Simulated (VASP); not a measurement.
Cost and result of VASP (PAW) for the bulk modulus of Ag (fcc). Static lattice, third-order Birch-Murnaghan fit over five volumes. The cost counts the five points of the equation of state, each on the mesh and cut-off of its row, so the ratios hold those differences too. With PBE it took about 30 core-seconds. Costs are core time on shared hosts, one run each; read them as rough ratios.

Measured: 110 GPa at 0 K (as given by H. Levämäki et al., Physical Review B (2014), arXiv:1402.3671; corrected for temperature and zero-point phonon effects).

| level | k-mesh | cut-off (eV) | bulk modulus (GPa) | error (%) | cost over PBE |
|---|---|---|---|---|---|
| PBEsol | 15×15×15 | 520 | 118 | +7.6 | within a factor of 2 |
| LDA | 16×16×16 | 520 | 138 | +25.0 | within a factor of 2 |
| PBE | 15×15×15 | 520 | 89.2 | -18.9 | reference |
| r2SCAN | 15×15×15 | 520 | 102 | -7.1 | about 5 times |
| SCAN | 15×15×15 | 520 | 110 | -0.2 | about 6 times |

Within 10 % of the measurement lie PBEsol, r2SCAN, SCAN; the cheapest of them is PBEsol, within a factor of 2 against PBE.

Left out are levels that failed, ran on another kind of processor or have no fit band path; at most nine are shown.

The compound is Ag in the fcc structure.
